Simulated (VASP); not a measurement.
Crystal: Ni.

```xyz
1
Lattice="0.0000 1.7350 1.7350 1.7350 0.0000 1.7350 1.7350 1.7350 0.0000" Properties=species:S:1:pos:R:3 pbc="T T T"
Ni    0.0000    0.0000    0.0000
```

The cell was built by a generator and needn't be a form met in nature.

- Program: VASP 6.6.1
- Task: relaxation of cell and atoms
- Functional: PBEsol
- Dispersion: D3(BJ)
- Potentials or basis: VASP PAW PBE potentials, release 64 (Ni)
- Cutoff: 600 eV
- k mesh: 20 × 20 × 20
- Occupations: methfessel-paxton, width 0.1 eV
- Spin: collinear spin, ferromagnetic start
- Starting moments: [0.7] μB

At the start: pressure -8.3 GPa; volume 10.45 Å³/atom.

How do energy, volume and symmetry change on relaxing?

Over 3 steps the energy falls by 10.0 meV/atom and the volume is 10.07 Å³/atom (-3.6 %); space group Fm-3m (No. 225, to 0.05 Å); moment 0.62 μB per cell.

Step by step:
```
step  energy change (eV)  largest force (eV/Å)  pressure (GPa)  volume (Å³)
   1              0.0000                0.0000           -8.25        10.45
   2              0.0047                0.0000           11.74         9.65
   3             -0.0100                0.0000           -0.02        10.07
```

Final structure:
```cif
data_structure
_symmetry_space_group_name_H-M 'P 1'
_symmetry_Int_Tables_number 1
_cell_length_a 2.4243
_cell_length_b 2.4243
_cell_length_c 2.4243
_cell_angle_alpha 60.000
_cell_angle_beta 60.000
_cell_angle_gamma 60.000
_cell_volume 10.07
loop_
_atom_site_label
_atom_site_type_symbol
_atom_site_fract_x
_atom_site_fract_y
_atom_site_fract_z
_atom_site_occupancy
Ni1 Ni 0.00000 0.00000 0.00000 1
```

Caveat: the PAW data sets were made with another functional, which shifts forces and pressure a little; pairwise dispersion overbinds metals, which lowers pressure and volume.
